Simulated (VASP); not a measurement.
Level of theory: PBE GGA, VASP's PBE PAW potentials (set 64) (plane waves; VASP).

The input files of a VASP run:

**POSCAR**
```
Hf2B
1
    4.4928970000     0.0000000000     0.0000000000
   -2.2464480000     3.8909630000     0.0000000000
    0.0000000000     0.0000000000     5.5050320000
B Hf
2 4
Direct
  0.3333330000   0.6666670000   0.2500000000
  0.6666670000   0.3333330000   0.7500000000
  0.0000000000   0.0000000000   0.0000000000
  0.0000000000   0.0000000000   0.5000000000
  0.3333330000   0.6666670000   0.7500000000
  0.6666670000   0.3333330000   0.2500000000
```

**KPOINTS**
```
Automatic mesh
0
Gamma
4 4 3
0 0 0
```

INCAR:
```
GGA = PE   ! PBE
LCHARG = F
LMAXMIX = 6   ! l cut-off of mixed one-centre charges
SIGMA = 0.1
PREC = Accurate
ISMEAR = -1   ! Fermi-Dirac
ISIF = 2   ! forces and stress, cell fixed
LASPH = T   ! aspherical one-centre terms
ENCUT = 400   ! plane-wave cut-off (eV)
LREAL = F
ALGO = Normal
SYSTEM = Hf2B
LWAVE = F
EDIFF = 1E-6
NELM = 100
```

POTCAR, in this order: B Hf_pv (PBE.64 set). Program: vasp_std.

What VASP printed:

OSZICAR:
```
       N       E                     dE             d eps       ncg     rms          rms(c)
DAV:   1     0.156186514861E+03    0.15619E+03   -0.22052E+04   464   0.134E+03
DAV:   2    -0.431157783232E+02   -0.19930E+03   -0.19469E+03   512   0.322E+02
DAV:   3    -0.554937627458E+02   -0.12378E+02   -0.11797E+02   568   0.497E+01
DAV:   4    -0.558023133471E+02   -0.30855E+00   -0.29788E+00   504   0.781E+00
DAV:   5    -0.558104642152E+02   -0.81509E-02   -0.81155E-02   535   0.102E+00    0.861E+01
DAV:   6    -0.527605815804E+02    0.30499E+01   -0.15432E+01   465   0.136E+01    0.593E+01
DAV:   7    -0.526322545692E+02    0.12833E+00   -0.22023E+00   533   0.963E+00    0.346E+00
DAV:   8    -0.525824399180E+02    0.49815E-01   -0.42909E-01   505   0.391E+00    0.355E+00
DAV:   9    -0.525809236970E+02    0.15162E-02   -0.35763E-02   509   0.103E+00    0.106E+00
DAV:  10    -0.525796016064E+02    0.13221E-02   -0.36552E-03   503   0.431E-01    0.638E-01
DAV:  11    -0.525795955767E+02    0.60297E-05   -0.92735E-04   525   0.186E-01    0.224E-01
DAV:  12    -0.525795788213E+02    0.16755E-04   -0.55971E-05   509   0.471E-02    0.360E-02
DAV:  13    -0.525795753792E+02    0.34421E-05   -0.14406E-05   512   0.261E-02    0.518E-02
DAV:  14    -0.525795762687E+02   -0.88951E-06   -0.29355E-06   405   0.101E-02
   1 F= -.52579576E+02 E0= -.52508998E+02  d E =-.141156E+00
```

### OUTCAR
```
------------------------ aborting loop because EDIFF is reached ----------------------------------------
  FORCE on cell =-STRESS in cart. coord.  units (eV):
  Direction    XX          YY          ZZ          XY          YZ          ZX
  --------------------------------------------------------------------------------------
  Total       -0.7438695     -0.7438695     -1.3097997     -0.0000001     -0.0000000      0.0000000
  in kB      -12.3840853    -12.3840857    -21.8058025     -0.0000016     -0.0000000      0.0000000
  external PRESSURE =     -15.5246578 kB  Pullay stress =       0.0000000 kB
  volume of cell :       96.24
      direct lattice vectors                 reciprocal lattice vectors
     4.492897000  0.000000000  0.000000000     0.222573542  0.128502864  0.000000000
    -2.246448000  3.890963000  0.000000000     0.000000000  0.257005785  0.000000000
     0.000000000  0.000000000  5.505032000     0.000000000  0.000000000  0.181651987
 POSITION                                       TOTAL-FORCE (eV/Angst)
 -----------------------------------------------------------------------------------
     -0.00000      2.59398      1.37626         0.000000     -0.000000      0.000000
      2.24645      1.29699      4.12877         0.000000      0.000000      0.000000
      0.00000      0.00000      0.00000         0.000000      0.000000      0.000000
      0.00000      0.00000      2.75252         0.000000      0.000000      0.000000
     -0.00000      2.59398      4.12877        -0.000000      0.000000      0.000000
      2.24645      1.29699      1.37626         0.000000     -0.000000      0.000000
 -----------------------------------------------------------------------------------
    total drift:                               -0.000352     -0.000111      0.000002
  FREE ENERGIE OF THE ION-ELECTRON SYSTEM (eV)
  ---------------------------------------------------
  free  energy   TOTEN  =       -52.5795762687 eV

  energy  without entropy=      -52.4384205099  energy(sigma->0) =      -52.50899839
```
(Selected blocks of OUTCAR.)

At this cut-off the stress carries a Pulay error, which pulls relaxed volumes low.

The structure was generated: Hf2B was put into an ordered model structure, which need not be its known phase. The cell was not relaxed at this level, and its volume differs by -5.9 % from the start's. The k-mesh is coarse (spacing up to 0.40 per Å, 2π included), so the numbers may not be converged in it.
